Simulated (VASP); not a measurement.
All values below come from PBE GGA with spin-orbit coupling, VASP's PBE PAW potentials (set 64) (plane waves; VASP 6.6.1).

VASP ran on this input.

File POSCAR:
```
Y2Si
5.0129180
  1.0000000000   0.0000000000   0.0000000000
  0.0000000000   1.0000000000   0.0000000000
  0.0000000000   0.0000000000   1.5258460242
Y Si
4 2
Cartesian
  0.0000000000   0.0000000000   0.0000000000
  0.5000000000   0.5000000000   0.0000000000
  0.5000000000   0.0000000000   0.4119784265
  0.0000000000   0.5000000000   1.1138675977
  0.5000000000   0.0000000000   1.0680922169
  0.0000000000   0.5000000000   0.4577538073
```

KPOINTS:
```
Automatic mesh
0
Gamma
3 3 2
0 0 0
```

INCAR:
```
ALGO = Normal
EDIFF = 1E-6
ENCUT = 300
GGA = PE
GGA_COMPAT = F
ISIF = 2
ISMEAR = -1
LASPH = T
LCHARG = F
LMAXMIX = 4
LNONCOLLINEAR = T
LORBIT = 11
LREAL = F
LSORBIT = T
LWAVE = F
MAGMOM = 0.0 0.0 0.0 0.0 0.0 0.0 0.0 0.0 0.0 0.0 0.0 0.0 0.0 0.0 0.0 0.0 0.0 0.0
NELM = 100
PREC = Accurate
SIGMA = 0.1
SYSTEM = Y2Si
```

POTCAR, in this order: Y_sv Si (PBE.64 set). Program: vasp_ncl.

The resulting files:

**OUTCAR**
```
 ion  position               nearest neighbor table
   1  0.000  0.000  0.000-   3 3.25   4 3.25   4 3.25   3 3.25   5 3.40   6 3.40   6 3.40   5 3.40
                             2 3.54   2 3.54   2 3.54   2 3.54
   2  0.500  0.500  0.000-   3 3.25   4 3.25   3 3.25   4 3.25   5 3.40   5 3.40   6 3.40   6 3.40
                             1 3.54   1 3.54   1 3.54   1 3.54
   3  0.500  0.000  0.270-   1 3.25   2 3.25   2 3.25   1 3.25   5 3.29   6 3.55   6 3.55   6 3.55
                             6 3.55
   4  0.000  0.500  0.730-   1 3.25   2 3.25   1 3.25   2 3.25   6 3.29   5 3.55   5 3.55   5 3.55
                             5 3.55
   5  0.500  0.000  0.700-   3 3.29   2 3.40   1 3.40   2 3.40   1 3.40   4 3.55   4 3.55   4 3.55
                             4 3.55
   6  0.000  0.500  0.300-   4 3.29   2 3.40   1 3.40   1 3.40   2 3.40   3 3.55   3 3.55   3 3.55
                             3 3.55
  LATTYP: Found a simple tetragonal cell.
 ALAT       =     5.0129180000
 C/A-ratio  =     1.5258460242
 Subroutine PRICEL returns:
 Original cell was already a primitive cell.
 Subroutine GETGRP returns: Found 16 space group operations
The static configuration has the point symmetry D_2d.
 The point group associated with its full space group is D_4h.
The dynamic configuration has the point symmetry D_2d.
The overall configuration has the point symmetry D_2d.
 Subroutine INISYM returns: Found 16 space group operations
 Subroutine IBZKPT returns following result:
...
```

### OSZICAR
```
       N       E                     dE             d eps       ncg     rms          rms(c)
DAV:   1     0.239718751591E+03    0.23972E+03   -0.18786E+04   784   0.105E+03
DAV:   2    -0.737310931665E+01   -0.24709E+03   -0.23978E+03   832   0.300E+02
DAV:   3    -0.340170720016E+02   -0.26644E+02   -0.25899E+02  1120   0.608E+01
DAV:   4    -0.375272599076E+02   -0.35102E+01   -0.34589E+01  1184   0.212E+01
DAV:   5    -0.377934621771E+02   -0.26620E+00   -0.26517E+00  1032   0.497E+00    0.434E+01
DAV:   6    -0.354293739632E+02    0.23641E+01   -0.79822E+00   952   0.103E+01    0.304E+01
DAV:   7    -0.354632307123E+02   -0.33857E-01   -0.46542E+00  1080   0.794E+00    0.723E+00
DAV:   8    -0.353438079332E+02    0.11942E+00   -0.12602E+00   912   0.439E+00    0.445E+00
DAV:   9    -0.353556145897E+02   -0.11807E-01   -0.28525E-01  1018   0.202E+00    0.155E+00
DAV:  10    -0.353474499308E+02    0.81647E-02   -0.53855E-02   922   0.967E-01    0.666E-01
DAV:  11    -0.353472227154E+02    0.22722E-03   -0.14319E-02  1024   0.571E-01    0.287E-01
DAV:  12    -0.353467767763E+02    0.44594E-03   -0.23792E-03   994   0.212E-01    0.172E-01
DAV:  13    -0.353467298336E+02    0.46943E-04   -0.38550E-04  1048   0.832E-02    0.532E-02
DAV:  14    -0.353467264812E+02    0.33525E-05   -0.10024E-04  1066   0.431E-02    0.187E-02
DAV:  15    -0.353467308793E+02   -0.43982E-05   -0.11682E-05  1056   0.145E-02    0.135E-02
DAV:  16    -0.353467304098E+02    0.46950E-06   -0.37981E-06   746   0.979E-03
   1 F= -.35346730E+02 E0= -.35221243E+02  d E =-.250975E+00  mag=     0.0000    -0.0000    -0.0000
```

**OUTCAR**
```
------------------------ aborting loop because EDIFF is reached ----------------------------------------
  FORCE on cell =-STRESS in cart. coord.  units (eV):
  Direction    XX          YY          ZZ          XY          YZ          ZX
  --------------------------------------------------------------------------------------
  Total       -8.0911710     -8.0911710     -3.3978975      0.0000000      0.0000000      0.0000000
  in kB      -67.4433994    -67.4433994    -28.3229410      0.0000000      0.0000000      0.0000000
  external PRESSURE =     -54.4032466 kB  Pullay stress =       0.0000000 kB
  volume of cell :      192.21
      direct lattice vectors                 reciprocal lattice vectors
     5.012918000  0.000000000  0.000000000     0.199484612  0.000000000  0.000000000
     0.000000000  5.012918000  0.000000000     0.000000000  0.199484612  0.000000000
     0.000000000  0.000000000  7.648941000     0.000000000  0.000000000  0.130737052
 POSITION                                       TOTAL-FORCE (eV/Angst)
 -----------------------------------------------------------------------------------
      0.00000      0.00000      0.00000        -0.000000     -0.000000     -0.000000
      2.50646      2.50646      0.00000        -0.000000      0.000000     -0.000000
      2.50646      0.00000      2.06521        -0.000000      0.000000      3.415828
      0.00000      2.50646      5.58373         0.000000      0.000000     -3.415828
      2.50646      0.00000      5.35426        -0.000000      0.000000      1.296384
      0.00000      2.50646      2.29468        -0.000000     -0.000000     -1.296384
 -----------------------------------------------------------------------------------
    total drift:                                0.000000      0.000000      0.000000
  FREE ENERGIE OF THE ION-ELECTRON SYSTEM (eV)
  ---------------------------------------------------
  free  energy   TOTEN  =       -35.3467304098 eV

  energy  without entropy=      -35.0957552810  energy(sigma->0) =      -35.22124285

 total charge

# of ion       s       p       d       f       tot
--------------------------------------------------
    1        2.252   6.252   1.038   0.014   9.557
    2        2.252   6.252   1.038   0.014   9.557
    3        2.262   6.177   0.865   0.012   9.316
    4        2.262   6.177   0.865   0.012   9.316
    5        0.797   0.718   0.000   0.000   1.515
    6        0.797   0.718   0.000   0.000   1.515
--------------------------------------------------
tot         10.622  26.296   3.808   0.052  40.777

 magnetization (x)

# of ion       s       p       d       f       tot
--------------------------------------------------
    1        0.000   0.000   0.000   0.000   0.000
    2        0.000   0.000   0.000   0.000   0.000
    3        0.000   0.000   0.000   0.000   0.000
    4        0.000   0.000   0.000   0.000   0.000
    5        0.000   0.000   0.000   0.000   0.000
    6        0.000   0.000   0.000   0.000   0.000
--------------------------------------------------
tot          0.000   0.000   0.000   0.000   0.000

 magnetization (y)

# of ion       s       p       d       f       tot
--------------------------------------------------
    1       -0.000  -0.000   0.000   0.000  -0.000
    2        0.000  -0.000  -0.000   0.000  -0.000
    3       -0.000   0.000   0.000  -0.000  -0.000
    4        0.000  -0.000   0.000  -0.000  -0.000
    5       -0.000  -0.000   0.000   0.000  -0.000
    6       -0.000  -0.000   0.000   0.000  -0.000
--------------------------------------------------
tot         -0.000  -0.000   0.000   0.000  -0.000

 magnetization (z)

# of ion       s       p       d       f       tot
--------------------------------------------------
    1       -0.000   0.000  -0.000   0.000   0.000
    2       -0.000   0.000  -0.000   0.000   0.000
    3        0.000  -0.000   0.000   0.000   0.000
    4        0.000  -0.000   0.000   0.000   0.000
    5       -0.000   0.000   0.000   0.000   0.000
    6        0.000  -0.000   0.000   0.000  -0.000
--------------------------------------------------
tot         -0.000   0.000   0.000   0.000   0.000

 Ion:    1  E_soc:     -0.0979476

 Ion:    2  E_soc:     -0.0979476

 Ion:    3  E_soc:     -0.0970621

 Ion:    4  E_soc:     -0.0970621

 Ion:    5  E_soc:     -0.0004567

 Ion:    6  E_soc:     -0.0004567
```
(Selected blocks of OUTCAR.)

At this cut-off the stress carries a Pulay error, which pulls relaxed volumes low.

The structure was generated: Y2Si was put into an ordered model structure, which need not be its known phase. The cell was not relaxed at this level. The k-mesh is coarse (spacing up to 0.42 per Å, 2π included), so the numbers may not be converged in it. The run is one of a series of settings (GGA_COMPAT = .FALSE., LNONCOLLINEAR = .TRUE., LSORBIT = .TRUE., MAGMOM = 0.0 0.0 0.0 0.0 0.0 0.0 0.0 0.0 0.0 0.0 0.0 0.0 0.0 0.0 0.0 0.0 0.0 0.0, program vasp_ncl against the base run), some of them coarse on purpose.
